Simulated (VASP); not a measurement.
# Be2Ru in VASP: notebook

The runs below take Be2Ru through density of states, with PBEsol, PBEsol+U.

All numbers are computed with VASP 6.6.1; they aren't measurements. Logs are shortened: lines on timing, memory, paths and dates and some standing lists are left out, and cuts for length are marked.

## (1) The structure

The cell holds a sheet with vacuum, 3 atoms: a = 2.601 Å, b = 2.601 Å, c = 30.884 Å, α = 90.00°, β = 90.00°, γ = 120.00°.

The cell was built by a generator and needn't be a form met in nature.

## (2) Density of states, PBEsol

The input, POSCAR:

```
Be2Ru
1.0
    2.6011000000      0.0000000000      0.0000000000
   -1.3005500000      2.2526200000      0.0000000000
    0.0000000000      0.0000000000     30.8837600000
Be Ru
2 1
Direct
    0.3333300000      0.6666700000      0.3344800000
    0.6666700000      0.3333300000      0.2159700000
    0.0000000000      0.0000000000      0.2752300000
```

The input, INCAR.step1:

```
SYSTEM = Be2Ru
PREC     = Accurate       ! precision mode
ENCUT    = 520            ! plane-wave cutoff, eV
EDIFF    = 1E-7           ! SCF threshold, eV
ISMEAR   = -1             ! smearing method
SIGMA    = 0.05           ! smearing width, eV
LREAL    = .False.        ! projectors in reciprocal space
LASPH    = .True.         ! aspherical terms in the spheres
NELM     = 80             ! most SCF steps
ALGO     = Normal         ! electronic algorithm
ISIF     = 2              ! what is computed and relaxed
LWAVE    = .False.        ! write WAVECAR
LCHARG   = .True.         ! write CHGCAR
LMAXMIX  = 4              ! l up to which the mixer works
LDIPOL   = .True.       
IDIPOL   = 3            
DIPOL    = 0.5 0.5 0.275
GGA      = PS             ! functional
```

The input, KPOINTS.step1:

```
Automatic mesh
0
Gamma
  12 12 1
  0 0 0
```

The input, INCAR.step2:

```
SYSTEM = Be2Ru
PREC     = Accurate       ! precision mode
ENCUT    = 520            ! plane-wave cutoff, eV
EDIFF    = 1E-7           ! SCF threshold, eV
ISMEAR   = -5             ! smearing method
SIGMA    = 0.05           ! smearing width, eV
LREAL    = .False.        ! projectors in reciprocal space
LASPH    = .True.         ! aspherical terms in the spheres
NELM     = 80             ! most SCF steps
ALGO     = Normal         ! electronic algorithm
ISIF     = 2              ! what is computed and relaxed
LWAVE    = .False.        ! write WAVECAR
LCHARG   = .False.        ! write CHGCAR
LMAXMIX  = 4              ! l up to which the mixer works
LDIPOL   = .True.       
IDIPOL   = 3            
DIPOL    = 0.5 0.5 0.275
GGA      = PS             ! functional
LORBIT   = 11             ! projections on sites
NEDOS    = 2001           ! points of the DOS
ICHARG   = 11             ! starting density
```

The input, KPOINTS.step2:

```
Automatic mesh
0
Gamma
  18 18 1
  0 0 0
```

Potentials or basis: VASP PAW PBE potentials, release 64 (Be, Ru_pv).

Command:

```sh
$ cat potpaw_PBE.64/Be/POTCAR potpaw_PBE.64/Ru_pv/POTCAR > POTCAR
$ cp INCAR.step1 INCAR
$ cp KPOINTS.step1 KPOINTS
$ mpirun -np 1 vasp_std > vasp.out
$ cp INCAR.step2 INCAR
$ cp KPOINTS.step2 KPOINTS
$ mpirun -np 1 vasp_std > vasp.out
```

OUTCAR:

```text
SYSTEM = Be2Ru
   PREC = Accurate
   ENCUT = 520
   EDIFF = 1E-7
   ISMEAR = -5
   LREAL = .False.
   LASPH = .True.
   NELM = 80
   ISIF = 2
   GGA = PS
   LORBIT = 11
   ICHARG = 11

 ion  position               nearest neighbor table
   1  0.333  0.667  0.334-   3 2.37   3 2.37   3 2.37
   2  0.667  0.333  0.216-   3 2.37   3 2.37   3 2.37
   3  0.000  0.000  0.275-   1 2.37   1 2.37   1 2.37   2 2.37   2 2.37   2 2.37

  LATTYP: Found a hexagonal cell.
 ALAT       =     2.6011000000
 C/A-ratio  =    11.8733458921

  Lattice vectors:

 A1 = (   2.6011000000,   0.0000000000,   0.0000000000)
 A2 = (  -1.3005500000,   2.2526200000,   0.0000000000)
 A3 = (   0.0000000000,   0.0000000000,  30.8837600000)

Analysis of symmetry for initial positions (statically):
=====================================================================
 Subroutine PRICEL returns:
 Original cell was already a primitive cell.

 Routine SETGRP: Setting up the symmetry group for a
 hexagonal supercell.

 Subroutine GETGRP returns: Found  2 space group operations
 (whereof  2 operations were pure point group operations)
 out of a pool of 24 trial point group operations.

The static configuration has the point symmetry C_1h.

Analysis of symmetry for dynamics (positions and initial velocities):
=====================================================================
 Subroutine PRICEL returns:
 Original cell was already a primitive cell.

 Routine SETGRP: Setting up the symmetry group for a
 hexagonal supercell.

 Subroutine GETGRP returns: Found  2 space group operations
 (whereof  2 operations were pure point group operations)
 out of a pool of 24 trial point group operations.

The dynamic configuration has the point symmetry C_1h.

 Subroutine INISYM returns: Found  2 space group operations
 (whereof  2 operations are pure point group operations),
 and found     1 'primitive' translations

----------------------------------------------------------------------------------------

                                     Primitive cell

  volume of cell :     180.9569

  direct lattice vectors                    reciprocal lattice vectors
     2.601100000  0.000000000  0.000000000     0.384452732  0.221963758  0.000000000
    -1.300550000  2.252620000  0.000000000     0.000000000  0.443927516  0.000000000
     0.000000000  0.000000000 30.883760000     0.000000000  0.000000000  0.032379477

  length of vectors
     2.601100000  2.601101145 30.883760000     0.443927711  0.443927516  0.032379477

  position of ions in fractional coordinates (direct lattice)
     0.333330000  0.666670000  0.334480000
     0.666670000  0.333330000  0.215970000
     0.000000000  0.000000000  0.275230000

  ion indices of the primitive-cell ions
   primitive index   ion index
                 1           1
                 2           2
                 3           3

----------------------------------------------------------------------------------------

 KPOINTS: Automatic mesh

Automatic generation of k-mesh.
 Grid dimensions read from file:
 generate k-points for:   18   18    1

 Generating k-lattice:

  Cartesian coordinates                     Fractional coordinates (reciprocal lattice)
     0.021358485  0.012331320  0.000000000     0.055555556 -0.000000000  0.000000000
     0.000000000  0.024662640  0.000000000     0.000000000  0.055555556  0.000000000
     0.000000000  0.000000000  0.032379477     0.000000000  0.000000000  1.000000000

  Length of vectors
     0.024662651  0.024662640  0.032379477

  Shift w.r.t. Gamma in fractional coordinates (k-lattice)
     0.000000000  0.000000000  0.000000000

 TETIRR: Found    495 inequivalent tetrahedra from     1944

 Subroutine IBZKPT returns following result:
 ===========================================

 Found     91 irreducible k-points:

 Following reciprocal coordinates:
            Coordinates               Weight
  0.000000  0.000000  0.000000      1.000000
  0.055556 -0.000000  0.000000      4.000000
 -0.055556  0.055556  0.000000      2.000000
  0.111111 -0.000000  0.000000      4.000000
 -0.111111  0.111111  0.000000      2.000000
  0.166667 -0.000000  0.000000      4.000000
[... 16 lines left out ...]
 -0.055556  0.166667  0.000000      4.000000
 -0.166667  0.111111  0.000000      4.000000
 [... further k-points ...]
   k-points           NKPTS =     91   k-points in BZ     NKDIM =     91   number of bands    NBANDS=     13
   number of dos      NEDOS =   2001   number of ions     NIONS =      3
   total plane-waves  NPLWV =  96000
   dimension x,y,z NGX =    20 NGY =   20 NGZ =  240
   dimension x,y,z NGXF=    40 NGYF=   40 NGZF=  480
   ions per type =               2   1
   NGX,Y,Z   is equivalent  to a cutoff of  12.78, 12.78, 12.92 a.u.
   NGXF,Y,Z  is equivalent  to a cutoff of  25.57, 25.57, 25.84 a.u.
 SYSTEM =  Be2Ru
   PREC   = accura    normal or accurate (medium, high low for compatibility)
   ISTART =      0    job   : 0-new  1-cont  2-samecut
   ICHARG =     11    charge: 1-file 2-atom 10-const
   ISPIN  =      1    spin polarized calculation?
   LNONCOLLINEAR =      F non collinear calculations
   LSORBIT =      F    spin-orbit coupling
   LASPH  =      T    aspherical Exc in radial PAW
   ENCUT  =  520.0 eV  38.22 Ry    6.18 a.u.   4.84  4.84 57.42*2*pi/ulx,y,z
   NELM   =     80;   NELMIN=  2; NELMDL=  0     # of ELM steps
   EDIFF  = 0.1E-06   stopping-criterion for ELM
   LREAL  =      F    real-space projection
   EDIFFG = 0.1E-05   stopping-criterion for IOM
   NSW    =      0    number of steps for IOM
   IBRION =     -1    ionic relax: 0-MD 1-quasi-New 2-CG
   NFREE  =      0    steps in history (QN), initial steepest desc. (CG)
   ISIF   =      2    stress and relaxation
   ISYM   =      2    0-nonsym 1-usesym 2-fastsym
   POTIM  = 0.5000    time-step for ionic-motion
   TEBEG  =    0.0;   TEEND  =   0.0 temperature during run
   PSTRESS=    0.0 pullay stress
   NELECT =      18.0000    total number of electrons
   NUPDOWN=      -1.0000    fix difference up-down
   EMIN   =  10.00;   EMAX   =-10.00  energy-range for DOS
   EFERMI =   0.00;   METHOD = LEGACY
   ISMEAR =    -5;   SIGMA  =   0.05  broadening in eV -4-tet -1-fermi 0-gaus
   EFERMI_NEDOS =   21; number of points for ismear=-14 and -15
   IALGO  =     38    algorithm
   IMIX   =      4    mixing-type and parameters
     AMIX     =   0.40;   BMIX     =  1.00
     AMIX_MAG =   1.60;   BMIX_MAG =  1.00
  volume/ion in A,a.u.               =      60.32       407.05
  Fermi-wavevector in a.u.,A,eV,Ry     =   0.758532  1.433418  7.828396  0.575371
  Thomas-Fermi vector in A             =   1.857124
   LORBIT       =     11    0 simple, 1 ext, 2 COOP (PROOUT), +10 PAW based schemes
   GGA     = PS    functional components
   LHFCALC =     F    Hartree Fock is set to
   AEXX    =    0.0000 exact exchange contribution
   IVDW    =     0    specifies the selected vdW correction
   LEPSILON=     F    determine dielectric tensor
   LRPA    =     F    only Hartree local field effects (RPA)
 non-spin polarized calculation
 Fermi weights with tetrahedron method with Bloechl corrections
  energy-cutoff  :      520.00
  volume of cell :      180.96
 maximum number of plane-waves:      4929

 number of electron      18.0000000 magnetization

 dipolmoment           0.000000      0.000000     -0.000008 electrons x Angstroem

 Free energy of the ion-electron system (eV)
  ---------------------------------------------------
  ext. energy  EPLUGINS =         0.00000000
  ---------------------------------------------------
  free energy    TOTEN  =       -16.57278848 eV

  energy without entropy =      -16.57278848  energy(sigma->0) =      -16.57278848

 E-fermi :  -2.2814     XC(G=0):  -2.7490

 val. band max:       -2.2948309095   @ k =   0.4444   0.0000   0.0000
 cond. band min:      -2.2888685894   @ k =  -0.2778   0.2222   0.0000
 fundamental gap:      0.0059623201
 Fermi energy:        -2.2813526616

 k-point     1 :       0.0000    0.0000    0.0000
  band No.  band energies     occupation
      1     -44.8662      2.00000
      2     -44.3783      2.00000
      3     -44.3783      2.00000
      4     -10.4716      2.00000
      5      -8.1073      2.00000
      6      -7.4499      2.00000
      7      -4.4618      2.00000
      8      -4.4618      2.00000
      9      -3.6706      2.00000
     10      -2.5977      2.00000
     11      -1.7715      0.00000
     12      -1.7714      0.00000
     13       2.0060      0.00000

 k-point     2 :       0.0556   -0.0000    0.0000
  band No.  band energies     occupation
      1     -44.8610      2.00000
      2     -44.4130      2.00000
      3     -44.3862      2.00000
      4     -10.3688      2.00000
      5      -8.0716      2.00000
      6      -7.3585      2.00000
      7      -4.5665      2.00000
      8      -4.3561      2.00000
      9      -3.5995      2.00000
     10      -2.8717      2.00000
     11      -1.8112      0.00000
     12      -1.4760      0.00000
     13       2.0932      0.00000
[... 321 lines left out ...]
 k-point    23 :      -0.0556    0.1667    0.0000
  band No.  band energies     occupation
      1     -44.8316      2.00000
      2     -44.6017      2.00000
      3     -44.4334      2.00000
      4      -9.7935      2.00000
      5      -7.8830      2.00000
      6      -6.8534      2.00000
      7      -5.0731      2.00000
      8      -3.7082      2.00000
      9      -3.5710      2.00000
     10      -3.1789      2.00000
     11      -2.0525      0.00000
     12      -0.5722      0.00000
     13       2.6143      0.00000

 k-point    24 :      -0.1667    0.1111    0.0000
  band No.  band energies     occupation
      1     -44.8316      2.00000
      2     -44.6017      2.00000
      3     -44.4334      2.00000
      4      -9.7935      2.00000
      5      -7.8830      2.00000
      6      -6.8534      2.00000
      7      -5.0731      2.00000
      8      -3.7082      2.00000
      9      -3.5710      2.00000
     10      -3.1789      2.00000
     11      -2.0525      0.00000
     12      -0.5722      0.00000
     13       2.6143      0.00000

 [... further k-points ...]

------------------------ aborting loop because EDIFF is reached ----------------------------------------

 vacuum level on the upper side and lower side of the slab       (xc-potential included)        -0.009        -0.009

  FORCE on cell =-STRESS in cart. coord.  units (eV):
  Direction    XX          YY          ZZ          XY          YZ          ZX
  --------------------------------------------------------------------------------------
  -------------------------------------------------------------------------------------
  Total       -0.8636734     -0.8637606     -1.0250701     -0.0000747     -0.0000413      0.0000715
  in kB       -7.6468923     -7.6476647     -9.0758850     -0.0006612     -0.0003656      0.0006332
  external PRESSURE =      -8.1234807 kB  Pullay stress =       0.0000000 kB

 VOLUME and BASIS-vectors are now :
 -----------------------------------------------------------------------------
  energy-cutoff  :      520.00
  volume of cell :      180.96
      direct lattice vectors                 reciprocal lattice vectors
     2.601100000  0.000000000  0.000000000     0.384452732  0.221963758  0.000000000
    -1.300550000  2.252620000  0.000000000     0.000000000  0.443927516  0.000000000
     0.000000000  0.000000000 30.883760000     0.000000000  0.000000000  0.032379477

 POSITION                                       TOTAL-FORCE (eV/Angst)
 -----------------------------------------------------------------------------------
     -0.00001      1.50175     10.33000         0.000021     -0.000012     -0.151021
      1.30056      0.75087      6.66997        -0.000019      0.000011      0.152568
      0.00000      0.00000      8.50014        -0.000002      0.000001     -0.001547
 -----------------------------------------------------------------------------------
    total drift:                               -0.000003      0.000002     -0.000053

  FREE ENERGIE OF THE ION-ELECTRON SYSTEM (eV)
  ---------------------------------------------------
  free  energy   TOTEN  =       -16.5727884802 eV

  energy  without entropy=      -16.5727884802  energy(sigma->0) =      -16.57278848

 vacuum level on the upper side and lower side of the slab         2.393         2.393

 total charge

# of ion       s       p       d       tot
------------------------------------------
    1        0.397   0.521   0.000   0.918
    2        0.397   0.521   0.000   0.918
    3        0.415   6.349   6.103  12.867
--------------------------------------------------
tot          1.210   7.391   6.103  14.703
```

Wall time 4 min (1 thread of Intel Xeon Platinum 8488C (Sapphire Rapids), shared host); peak memory 0.43 GiB.

What came out:

```
Valence electrons inside the program's atomic spheres : Be 0.92; Ru 12.87
```

States per cell in windows of 0.5 eV (zero at the Fermi level; states under -8 eV left out):
```
from (eV)  total  Ru3_d  Be1_p  Be2_p  Ru3_p  Be1_s  Be2_s
     -8.0   0.12   0.00   0.00   0.00   0.00   0.01   0.01
     -7.5   0.13   0.00   0.00   0.00   0.00   0.01   0.01
     -7.0   0.15   0.00   0.00   0.00   0.00   0.02   0.02
     -6.5   0.18   0.01   0.01   0.01   0.01   0.02   0.02
     -6.0   0.89   0.31   0.02   0.02   0.03   0.07   0.07
     -5.5   1.62   0.72   0.06   0.06   0.05   0.10   0.10
     -5.0   0.62   0.35   0.02   0.02   0.01   0.02   0.02
     -4.5   0.90   0.57   0.02   0.02   0.02   0.02   0.02
     -4.0   0.61   0.35   0.02   0.02   0.02   0.01   0.01
     -3.5   0.65   0.36   0.04   0.04   0.01   0.01   0.01
     -3.0   0.82   0.55   0.03   0.03   0.03   0.01   0.01
     -2.5   0.90   0.58   0.04   0.04   0.05   0.01   0.01
     -2.0   1.55   0.72   0.11   0.11   0.07   0.02   0.02
     -1.5   0.71   0.37   0.03   0.03   0.03   0.02   0.02
     -1.0   1.17   0.69   0.06   0.06   0.02   0.01   0.01
     -0.5   0.77   0.40   0.04   0.04   0.03   0.02   0.02
      0.0   0.99   0.55   0.05   0.05   0.03   0.02   0.02
      0.5   0.46   0.19   0.04   0.04   0.01   0.01   0.01
      1.0   0.49   0.25   0.03   0.03   0.01   0.01   0.01
      1.5   0.60   0.29   0.03   0.03   0.02   0.01   0.01
      2.0   0.82   0.35   0.06   0.06   0.02   0.02   0.02
      2.5   0.70   0.23   0.07   0.07   0.03   0.01   0.01
      3.0   0.48   0.09   0.06   0.06   0.03   0.01   0.01
      3.5   1.21   0.16   0.14   0.14   0.04   0.06   0.06
      4.0   0.56   0.06   0.07   0.07   0.03   0.02   0.02
      4.5   0.39   0.06   0.03   0.03   0.01   0.01   0.01
      5.0   0.61   0.07   0.06   0.06   0.01   0.04   0.03
      5.5   0.29   0.02   0.03   0.03   0.00   0.01   0.01
      6.0   0.31   0.02   0.03   0.03   0.00   0.01   0.01
      6.5   0.04   0.00   0.00   0.00   0.00   0.00   0.00
      7.0   0.00   0.00   0.00   0.00   0.00   0.00   0.00
      7.5   0.00   0.00   0.00   0.00   0.00   0.00   0.00
```

Caveat: the PAW data sets were made with another functional, which shifts forces and pressure a little; tetrahedron occupations give inexact forces and stress in metals.

[end of part 1 of 2]
